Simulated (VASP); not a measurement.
An input for Ansatz (written as the equivalent of a VASP run, and not itself run):

Ansatz 0.2 input:
```yaml
crystal:
  lattice:
    - [5.2129900, 0.0000000, 0.0000000]
    - [-2.6064950, 4.5145820, 0.0000000]
    - [0.0000000, 0.0000000, 4.1612080]
  atoms:
    - { symbol: Co, position: [0.0000000, 0.5000000, 0.0000000] }
    - { symbol: Co, position: [0.5000000, 0.0000000, 0.0000000] }
    - { symbol: Co, position: [0.5000000, 0.5000000, 0.0000000] }
    - { symbol: Sn, position: [0.6666670, 0.3333330, 0.5000000] }
    - { symbol: Sn, position: [0.3333330, 0.6666670, 0.5000000] }
    - { symbol: Sn, position: [0.0000000, 0.0000000, 0.0000000] }
kpoints:
  mp_grid: { grid: [4, 4, 4] }
hamiltonian:
  xc: lda
  pseudopotentials: { kind: paw }
scf:
  occupations: { method: fermi_dirac, width: 0.1 }
  max_iter: 100
output: { forces: true, stress: true, eigenvalues: true }
```

Write the VASP files for the same calculation (LDA).

Several could match; the one computed here: 
**KPOINTS**
```
Regular mesh
0
gamma
4 4 4
```

### INCAR
```
ALGO = Normal
EDIFF = 1E-6
ENCUT = 150
ISIF = 2
ISMEAR = -1
LASPH = .True.
LCHARG = .False.
LMAXMIX = 4
LREAL = .False.
LWAVE = .False.
NELM = 100
PREC = Accurate
SIGMA = 0.1
SYSTEM = CoSn
```

File POSCAR:
```
CoSn
5.212990
  1.0000000000   0.0000000000   0.0000000000
 -0.5000000000   0.8660254480   0.0000000000
  0.0000000000   0.0000000000   0.7982382471
Co Sn
3 3
direct
  0.0000000000   0.5000000000   0.0000000000
  0.5000000000   0.0000000000   0.0000000000
  0.5000000000   0.5000000000   0.0000000000
  0.6666670000   0.3333330000   0.5000000000
  0.3333330000   0.6666670000   0.5000000000
  0.0000000000   0.0000000000   0.0000000000
```

POTCAR, in this order: Co Sn_d (LDA.64 set). Program: vasp_std.

The two are equivalent in intent, not identical: each code has its own PAW files, so the cut-off isn't converted (ENCUT is set for VASP's; basis.ecutwfc is left out, and Ansatz then takes the one that its files recommend); Ansatz stops its SCF on the density residual and VASP on the energy change (EDIFF); Ansatz's lda is the Perdew-Wang form, while the LDA potentials of VASP carry Perdew-Zunger's.

The structure comes from a computed database's CoSn entry; how it stands against other phases isn't given here. The cell was not relaxed at this level. The k-mesh is coarse (spacing up to 0.38 per Å, 2π included), so the numbers may not be converged in it. The run is one of a series of settings (ENCUT = 150, GGA removed, KPOINTS 4×4×4 Γ-centred mesh, POTCAR Co Sn_d (LDA.64 set) against the base run), some of them coarse on purpose.
